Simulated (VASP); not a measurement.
```
Mg
1.0
    3.18532     0.00000     0.00000
   -1.59266     2.75857     0.00000
    0.00000     0.00000     5.09894
Mg
2
Cartesian
  1.59266   0.91952   3.82420
  0.00000   1.83905   1.27473
```

All values below come from r2SCAN meta-GGA, VASP's PBE PAW potentials (set 64) (plane waves; VASP). Settings: PREC = Normal, EDIFF = 1E-5, 400 eV cut-off, 15×15×8 Γ-centred mesh, first-order Methfessel-Paxton smearing of 0.10 eV, potentials Mg.

Q: Predict the energy per atom (σ→0), band gap (on the k-mesh) with the smallest direct gap where there is one.

A: 
The band gap (on the k-mesh) is none (metal, semimetal or under 0.01 eV) and the energy per atom (σ→0) comes out as -400.3 kJ/mol-atom.

Only differences to runs with the same potentials and settings are physical.

The compound is Mg in the hcp structure. It was relaxed first.
